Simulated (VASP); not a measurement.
```
CELL_PARAMETERS angstrom
      0.00000     3.07327     3.07327
      3.07327     0.00000     3.07327
      3.07327     3.07327     0.00000
ATOMIC_POSITIONS crystal
  Sr 0.00000 0.00000 0.00000
```

Calculation: RPBE GGA, VASP's PBE PAW potentials (set 64) (plane waves; VASP 6.6.1). Run with 520 eV cut-off, 12×12×12 Γ-centred mesh, tetrahedra with Blöchl corrections, potentials Sr_sv.

Q: Tabulate the total density of states (states/eV per cell) against energy (eV; zero at the valence-band maximum or, without a gap, the Fermi level).

A: 
```
E (eV) | DOS (states/eV)
    -9.94 |  0.00
    -9.41 |  0.00
    -8.78 |  0.00
    -8.25 |  0.00
    -7.73 |  0.00
    -7.20 |  0.00
    -6.57 |  0.00
    -6.04 |  0.00
    -5.51 |  0.00
    -4.88 |  0.00
    -4.35 |  0.00
    -3.83 |  0.00
    -3.19 | ## 0.17
    -2.67 | #### 0.29
    -2.14 | ###### 0.42
    -1.61 | ######## 0.57
    -0.98 | ############# 0.92
    -0.45 | ############## 0.99
     0.07 | #################### 1.41
     0.71 | ############################## 2.10
     1.24 | ####################### 1.64
     1.76 | ################ 1.16
     2.29 | ################## 1.28
     2.92 | ####################### 1.63
     3.45 | ################### 1.31
```
Within 2 eV below the Fermi level the largest weight inside VASP's projection spheres is Sr d, then Sr s.

The compound is Sr in the fcc structure. It was relaxed first.
